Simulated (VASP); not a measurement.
Data:

```xyz
1
Lattice="-3.0500 3.0500 3.0500 3.0500 -3.0500 3.0500 3.0500 3.0500 -3.0500" Properties=species:S:1:pos:R:3 pbc="T T T"
Cs     0.0000     0.0000     0.0000
```

Computed with rev-vdW-DF2, VASP's PBE PAW potentials (set 64) (plane waves; VASP). Numerical set-up: 520 eV cut-off, 8×8×8 Γ-centred mesh, first-order Methfessel-Paxton smearing of 0.10 eV, potentials Cs_sv.

Energy and stress use the plane-wave basis of the starting cell.

Task: The ions, cell shape and volume are relaxed. Which structure does the run end with?

Result: 
```xyz
1
Lattice="-2.9853 2.9853 2.9853 2.9853 -2.9853 2.9853 2.9853 2.9853 -2.9853" Properties=species:S:1:pos:R:3 pbc="T T T"
Cs     2.9853    -2.9853     2.9853
```
Space group Im-3m (229), at a tolerance of 0.03 Å.

Task: How do energy and volume change from the first to the last step?

Result: The energy (σ→0) changes by -2.7 meV/atom and the volume by -6.2 %, in 4 ionic steps.

The compound is Cs in the bcc structure. This run relaxes it. Symmetry was kept, so distortions that lower it aren't found.
